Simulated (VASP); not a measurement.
Computed with PBE GGA, VASP's PBE PAW potentials (set 64) (plane waves; VASP 6.6.1).

Input for VASP

File KPOINTS:
```
K-points
0
G
 7 7 7
```

INCAR:
```
LCHARG = .False.
AMIX = 0.6
EDIFF = 1E-6   # SCF stop (eV)
PREC = Accurate
SYSTEM = InP
LREAL = .False.   # projection in real space or not
LASPH = .True.   # aspherical one-centre terms
BMIX = 1.0
ISIF = 2   # forces and stress, cell fixed
IMIX = 1
LWAVE = .False.
GGA = PE   # PBE
SIGMA = 0.05
ISMEAR = 0   # Gaussian
ENCUT = 400
LMAXMIX = 4
ALGO = Normal   # blocked Davidson
NELM = 100
```

POSCAR:
```
InP
1.0
  0.0000000000   2.9937000000   2.9937000000
  2.9937000000   0.0000000000   2.9937000000
  2.9937000000   2.9937000000   0.0000000000
In P
1 1
Cartesian
  0.0000000000   0.0000000000   0.0000000000
  1.4968500000   1.4968500000   1.4968500000
```

POTCAR, in this order: In_d P (PBE.64 set). Program: vasp_std.

The resulting files:

### OSZICAR
```
       N       E                     dE             d eps       ncg     rms          rms(c)
DAV:   1     0.105964714469E+03    0.10596E+03   -0.74013E+03   520   0.127E+03
DAV:   2    -0.978868240723E+00   -0.10694E+03   -0.10423E+03   530   0.297E+02
DAV:   3    -0.858931558709E+01   -0.76104E+01   -0.75540E+01   685   0.868E+01
DAV:   4    -0.878995700583E+01   -0.20064E+00   -0.20051E+00   618   0.160E+01
DAV:   5    -0.879891540795E+01   -0.89584E-02   -0.89581E-02   799   0.278E+00    0.513E+00
DAV:   6    -0.840477544252E+01    0.39414E+00   -0.16893E+00   768   0.223E+01    0.246E+00
DAV:   7    -0.839883777592E+01    0.59377E-02   -0.15176E-01   651   0.623E+00    0.895E-01
DAV:   8    -0.840024443080E+01   -0.14067E-02   -0.91742E-03   615   0.101E+00    0.239E-01
DAV:   9    -0.840090462600E+01   -0.66020E-03   -0.96308E-04   720   0.258E-01    0.131E-01
DAV:  10    -0.840116873140E+01   -0.26411E-03   -0.13425E-04   600   0.901E-02    0.640E-02
DAV:  11    -0.840126115281E+01   -0.92421E-04   -0.45217E-05   600   0.426E-02    0.311E-02
DAV:  12    -0.840129298972E+01   -0.31837E-04   -0.15111E-05   620   0.236E-02    0.155E-02
DAV:  13    -0.840130367525E+01   -0.10686E-04   -0.49528E-06   605   0.131E-02    0.795E-03
DAV:  14    -0.840130719229E+01   -0.35170E-05   -0.16429E-06   591   0.746E-03    0.409E-03
DAV:  15    -0.840130832539E+01   -0.11331E-05   -0.53593E-07   445   0.431E-03    0.200E-03
DAV:  16    -0.840130868033E+01   -0.35494E-06   -0.20463E-07   345   0.310E-03
   1 F= -.84013087E+01 E0= -.84013087E+01  d E =-.609074E-09
```

### OUTCAR
```
------------------------ aborting loop because EDIFF is reached ----------------------------------------
  FORCE on cell =-STRESS in cart. coord.  units (eV):
  Direction    XX          YY          ZZ          XY          YZ          ZX
  --------------------------------------------------------------------------------------
  Total       -0.2917572     -0.2917572     -0.2917572      0.0000000      0.0000000      0.0000000
  in kB       -8.7111871     -8.7111871     -8.7111871      0.0000000      0.0000000      0.0000000
  external PRESSURE =      -8.7111871 kB  Pullay stress =       0.0000000 kB
  volume of cell :       53.66
      direct lattice vectors                 reciprocal lattice vectors
     0.000000000  2.993700000  2.993700000    -0.167017403  0.167017403  0.167017403
     2.993700000  0.000000000  2.993700000     0.167017403 -0.167017403  0.167017403
     2.993700000  2.993700000  0.000000000     0.167017403  0.167017403 -0.167017403
  FREE ENERGIE OF THE ION-ELECTRON SYSTEM (eV)
  ---------------------------------------------------
  free  energy   TOTEN  =        -8.4013086803 eV

  energy  without entropy=       -8.4013086797  energy(sigma->0) =       -8.40130868
```
(Selected blocks of OUTCAR.)

The compound is InP in the zinc blende structure. The cell was not relaxed at this level. The run is one of a series of settings (AMIX = 0.6, BMIX = 1.0, IMIX = 1 against the base run), some of them coarse on purpose.
